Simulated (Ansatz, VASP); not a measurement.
# Cross-check of BaC2 between VASP and Ansatz, part 2 of 2

One calculation is typed for both programs; each brings its own data sets. How far apart do they land? The two relaxations start from unlike cells of this crystal (the structure described is Ansatz's start), so only their ends are compared.

VASP 6.6.1 and Ansatz 0.2.0.

So far: The structure; VASP: relaxation of cell and atoms, PBEsol.

### Step 3. Ansatz: relaxation of cell and atoms, PBEsol

Level of this step: Ansatz beside VASP: Kohn-Sham DFT, plane waves, PBEsol (Ansatz).

Ansatz runs on its default PAW (the set named soft_2) files.

Its own start cell and the same functional and mesh now go to Ansatz, which takes its cutoff from its data sets.

input.yaml

```yaml
crystal:
  lattice:
    - [3.0287358352, -3.5051601118, 0.0]
    - [3.0287358352, 3.5051601118, 0.0]
    - [0.0, 0.0, 6.2810171959]
  atoms:
    - { symbol: Ba, position: [0.0, 0.0, 0.0] }
    - { symbol: Ba, position: [0.5, 0.5, 0.5] }
    - { symbol: C, position: [0.91800188, 0.08199812, 0.4585603361] }
    - { symbol: C, position: [0.41800188, 0.58199812, 0.0414396639] }
    - { symbol: C, position: [0.58199812, 0.41800188, 0.9585603361] }
    - { symbol: C, position: [0.08199812, 0.91800188, 0.5414396639] }
kpoints:
  mp_grid: { grid: [6, 6, 4] }
hamiltonian:
  xc: pbesol
scf:
  occupations: { method: fixed }
output:
  forces: true
  stress: true
  eigenvalues: true
relax:
  adjacent_minimum: "off"
  f_tol: 0.001
  max_steps: 60
  cell: { stress_tol: 0.01 }
```

On the command line:

```sh
> ansatz run input.yaml --threads 4 --pin off --max-ram 7168MiB --backend cpu --events-out ev --progress --plain --runs-dir out
```

Numbers of over 12 decimals in the logs are rounded to 6 here.

What it wrote:

```text
Engine: ansatz 0.2.0, aarch64-unknown-linux-gnu
Pseudopotentials: kind: paw
Pseudopotential: Ba, paw, valence charge 10, recommended cutoff 420 eV (normal), Ba.paw.azcp
Pseudopotential: C, paw, valence charge 4, recommended cutoff 420 eV (normal), C.paw.azcp
Functional definition: PBEsol
  exchange = pbesol_x
  correlation = pbesol_c
Crystal: 6 atoms, lattice volume = 133.361 Å³
Basis set: ecut = 420 eV, 2605 PW (Γ), exchange–correlation on 64×64×90 points (8 copies of the dense FFT grid, shifted against one another)
Bands: 24, of which v1, the nominal top of the filled ones, is band 18 counted from 1 (17 counted from 0)
Symmetry: 8 space group operations
Space group: Cmce (ITA 64), of the structure as read, at distance tolerance 5.1e-5 Å
k-points: 39 of 144
Non-local potential: Ba, projectors of the file, l = 0: 3, l = 1: 2, l = 2: 2, l = 3: 2
Non-local potential: C, projectors of the file, l = 0: 2, l = 1: 2, l = 2: 1
PAW form: soft (Blöchl's): semilocal exchange-correlation on the pseudo side does not see the compensation charge
PAW frozen core: Ba, regenerated for the run's functional, and the local potential with it (the file was generated under x = pbe(κ = 0.804, μ = 0.219515), c = pbe(β = 0.066725))
PAW frozen core: C, regenerated for the run's functional, and the local potential with it (the file was generated under x = pbe(κ = 0.804, μ = 0.219515), c = pbe(β = 0.066725))
PAW one-centre angular grid: Ba, 194 points (default); XC on 64 Gauss nodes
PAW one-centre angular grid: C, 110 points (default); XC on 64 Gauss nodes
Initial density: superposition of atomic densities (neutral atoms: chi_scale 0, normalization atom), corrected by the library's trained network
Initial wavefunctions: pseudopotential atomic-orbital guess
Functional: x = pbesol(κ = 0.804, μ = 0.123457), c = pbesol(β = 0.046)
SCF iter   1: F=—  HF=-12711.069838 eV  |F-HF|=—  |Δ(HF+E_count)|=         —  Δρ=4.66e-3  dr2=4.16e-2  ethr=1.77e-3  ⟨swp⟩=4.9  Hψ=4315  notcnv=0  defer=142
preconditioner: auto → Resta (q_TF=auto, 2.193 Å⁻¹)  ε∞=3.8  [insulator: Δε(μ)=1.357 eV  Ē_g=10.948 eV  n_scr=24 (ndim 8)  ℏωp=18.2 eV  f_vac=0.006  ε∞_Penn≈3.8]
SCF iter   2: F=—  HF=-12711.061063 eV  |F-HF|=—  |Δ(HF+E_count)|=   8.78e-3  Δρ=1.49e-3  dr2=3.75e-3  ethr=1.15e-4  ⟨swp⟩=2.4  Hψ=1605  notcnv=0  defer=156
SCF iter   3: F=—  HF=-12711.061515 eV  |F-HF|=—  |Δ(HF+E_count)|=   4.52e-4  Δρ=4.60e-4  dr2=2.33e-4  ethr=1.04e-5  ⟨swp⟩=2.6  Hψ=1298  notcnv=0  defer=156
SCF iter   4: F=—  HF=-12711.061681 eV  |F-HF|=—  |Δ(HF+E_count)|=   1.66e-4  Δρ=8.85e-5  dr2=1.94e-5  ethr=6.47e-7  ⟨swp⟩=2.7  Hψ=1483  notcnv=0  defer=154
SCF iter   5: F=—  HF=-12711.061689 eV  |F-HF|=—  |Δ(HF+E_count)|=   8.52e-6  Δρ=2.86e-5  dr2=1.25e-6  ethr=5.39e-8  ⟨swp⟩=2.1  Hψ=1328  notcnv=0  defer=94
SCF iter   6: F=-12711.061690 eV  HF=-12711.061690 eV  |F-HF|=3.26e-8  |Δ(HF+E_count)|=   6.09e-7  Δρ=4.01e-6  dr2=2.69e-8  ethr=2.78e-10  ⟨swp⟩=13.2  Hψ=6882  notcnv=0
SCF 1 converged in 6 iterations: F = -12711.061690 eV  dr2 = 2.69e-8
  greatest PAW one-centre occupation: 0.956 electrons in one spin orbital (limit 2), on the Ba atom at site 1 (counted from 0), in its partial waves of l = 0
relax step   1: F+E_penalty+E_count = -12711.06168973 eV  Δ(F+E_penalty+E_count) = +0.000e0 eV  max|allowed force component| = 4.842e-4 eV/Å  Δτ_max = 0.0000 Å  P = +0.003 GPa  Ω = 133.361 Å³  (6 SCF iters, dr2 threshold 1.00e-7 eV, accepted)
Initial density: handed on by an earlier stage of this run
Initial wavefunctions: pseudopotential atomic-orbital guess (no wavefunctions were taken with the density)
iter 1 solved again at ethr=3.81e-7 eV; its pass at ethr=3.10e-3 eV (dr2=1.37e-4 eV) is discarded
SCF iter   1: F=—  HF=-12711.061689 eV  |F-HF|=—  |Δ(HF+E_count)|=         —  Δρ=4.45e-6  dr2=3.46e-8  ethr=3.81e-7  ⟨swp⟩=2.9  Hψ=6520  notcnv=0  defer=156
eigensolver tolerance schedule: the retry pair's looser diagonalisation over-reported the residual by 3962.39 of it (diagonalisation noise at 0.95 of the residual, at the tolerance the schedule requests for it); recorded, not acted on — ethr = c·dr2/N_el stays at c = 1.0e-1
preconditioner: auto → Resta (q_TF=auto, 2.193 Å⁻¹)  ε∞=3.7  [insulator: Δε(μ)=1.443 eV  Ē_g=10.971 eV  n_scr=24 (ndim 8)  ℏωp=18.2 eV  f_vac=0.004  ε∞_Penn≈3.7]
SCF iter   2: F=—  HF=-12711.061690 eV  |F-HF|=—  |Δ(HF+E_count)|=   4.09e-7  Δρ=2.27e-6  dr2=8.47e-9  ethr=9.61e-11  ⟨swp⟩=3.1  Hψ=2219  notcnv=0  defer=143
SCF iter   3: F=—  HF=-12711.061690 eV  |F-HF|=—  |Δ(HF+E_count)|=   1.46e-8  Δρ=1.23e-6  dr2=2.80e-9  ethr=2.35e-11  ⟨swp⟩=2.1  Hψ=1185  notcnv=0  defer=143
SCF iter   4: F=—  HF=-12711.061690 eV  |F-HF|=—  |Δ(HF+E_count)|=   7.16e-9  Δρ=1.83e-7  dr2=3.34e-11  ethr=7.79e-12  ⟨swp⟩=2.0  Hψ=1489  notcnv=0  defer=143
SCF iter   5: F=-12711.061690 eV  HF=-12711.061690 eV  |F-HF|=3.64e-12  |Δ(HF+E_count)|=  2.36e-11  Δρ=3.11e-8  dr2=2.09e-12  ethr=1.00e-12  ⟨swp⟩=13.1  Hψ=7674  notcnv=0
SCF 2 converged in 5 iterations: F = -12711.061690 eV  dr2 = 2.09e-12
relax step   2: F+E_penalty+E_count = -12711.06168975 eV  Δ(F+E_penalty+E_count) = -1.187e-8 eV  max|allowed force component| = 5.632e-4 eV/Å  Δτ_max = 0.0000 Å  P = +0.004 GPa  Ω = 133.361 Å³  stress off target by 8.24e-3 GPa  SCF on the basis re-selected at this cell (its energy is not comparable with the rows above)  (5 SCF iters)
basis re-selected at this cell: Δ(F+E_penalty+E_count) = -1.187e-8 eV, ΔP = +0.000 GPa vs the last step (what re-selecting the basis moved, of the pressure what is left beyond the Pulay correction that the steps carried, after the strain that the cell walked since its last selection, with what the two solves' SCF thresholds leave and, on support functions, any second-order correction that the steps lacked; it is no m [...]
SCF converged after 5 iterations
Free energy (F): -12711.061690 eV
Harris-Foulkes:  -12711.061690 eV  (|F-HF|=3.64e-12)
Internal energy: -12711.061690 eV  (E = F + TS)
E sigma→0 (E₀):  -12711.061690 eV
Fermi energy:    4.998842 eV
--- Per-component energies (eV) ---
  E_band       = -128.731952
  E_kinetic    = 680.823742
  E_local      = -1124.284028  (includes V_loc(G=0)·N_el)
  E_nonlocal   = 229.014862
  E_hartree    = 343.625357
  E_xc         = -520.575374
  E_vxc        = -502.873483  (∫ρ·V_xc dr)
  E_paw        = -10660.457968  (= ΣΔE_a)
  E_vpaw       = -98.663808  (= ΣTr[D̂ρ^β])
  E_aug_tail   = 0.000024  (compensation charges beyond the density's cutoff)
  E_ewald      = -1659.595572
  E_core_change = 0.387268  (= ΣΔE_core)
  E_smearing   = -0.000000  (= −TS)
  E_closure    = 0.000000  (closes the sum)
  Σ components = -12711.061690   (vs F -12711.061690, Δ=0.00e0)
--- Forces (eV/Å), atoms counted from 1 ---
  atom   1  Ba    -0.00000000     0.00000000     0.00000000
  atom   2  Ba     0.00000000    -0.00000000     0.00000000
  atom   3  C      0.00000000     0.00045352    -0.00056323
  atom   4  C      0.00000000     0.00045352     0.00056323
  atom   5  C      0.00000000    -0.00045352    -0.00056323
  atom   6  C      0.00000000    -0.00045352     0.00056323
  max |Σ_I F_I| component: 2.17e-18 eV/Å
--- Stress (GPa, compression-positive) ---
       -0.001683       0.000000       0.000000
        0.000000       0.004705       0.000000
        0.000000       0.000000       0.008239
  P = ⅓ Tr σ = 0.0038 GPa (0.038 kbar)
--- Band table (eV; the first three rows and the last of 39) ---
  k-point 0: bands = [... 14 lower, 4.0843, 4.1299, 4.1512, 4.1563, 6.4415, 8.1862, 8.5244, 8.6179, ... 2 higher]
  k-point 1: bands = [... 14 lower, 3.9586, 4.1045, 4.1112, 4.1310, 6.6419, 7.8270, 8.9157, 9.2777, ... 2 higher]
  k-point 2: bands = [... 14 lower, 4.0118, 4.0118, 4.0769, 4.0769, 7.1657, 7.1657, 9.7045, 9.7045, ... 2 higher]
  k-point 38: bands = [... 14 lower, 3.8762, 3.8762, 4.5432, 4.5432, 8.9133, 8.9133, 9.1868, 9.1868, ... 2 higher]
--- Relaxed structure (1 steps of the walk, 1 accepted, 1 SCFs on fresh bases) ---
  F+E_penalty+E_count = -12711.06168975 eV   max|allowed force component| = 5.632e-4 eV/Å   (the final SCF, on the basis selected at the relaxed cell)
  cell:  # Å, volume = 133.3611 Å³
    - [3.0287358352, -3.5051601118, 0.0]
    - [3.0287358352, 3.5051601118, 0.0]
    - [0.0, 0.0, 6.2810171959]
  atoms:
    - { symbol: Ba, position: [0.0, 0.0, 0.0] }
    - { symbol: Ba, position: [0.5, 0.5, 0.5] }
    - { symbol: C, position: [0.918002, 0.081998, 0.458560] }
    - { symbol: C, position: [0.418002, 0.58199812, 0.0414396639] }
    - { symbol: C, position: [0.58199812, 0.418002, 0.958560] }
    - { symbol: C, position: [0.081998, 0.918002, 0.541440] }
```

### Step 4. Differences

Known differences besides the potentials themselves: fixed occupations in Ansatz, narrow Gaussian smearing in VASP; the cutoff is 420 eV in Ansatz and 600 eV in VASP; Ansatz makes its cores anew for this functional, VASP keeps those of its PBE data sets; Ansatz adds a Pulay correction to the stress that steers its cell, VASP none. Total energies have different zeros and are not compared.

The two programs side by side:

```
                                         quantity  Ansatz    VASP  difference
                                      volume (Å³)  133.36  135.04     -1.24 %
edge a after relaxation, in the typed setting (Å)   4.632   4.660     -0.59 %
edge c after relaxation, in the typed setting (Å)   6.281   6.288     -0.11 %
```

### Step 5. What came out

- difference in volume (relaxation of cell and atoms, PBEsol): -1.2 %

What this shows: The difference in volume is -1.2 % (relaxation of cell and atoms, PBEsol), at about the 1.2 % picked in this series as the mark of a large difference, as far as the stopping tolerances let one tell. What causes the difference of the relaxation of cell and atoms, PBEsol pair stays open here. 4 further runs of this series are not shown here. Such differences can come from data sets, numerical settings and the points named under the comparisons, not from the functional's error against experiment.

[Lines on the potential files, build, host, timing and source positions are cut from VASP's logs without a mark.]

[Logs are printed without paths, hosts, clocks, repeated set-up lines and the standing remarks that a program may print on its own settings, such as how far it seeks lower states.]

[Hosts, paths, dates, database ids (printed as entryN), source tags and the programs' standing remarks are cut or masked in the printed files.]
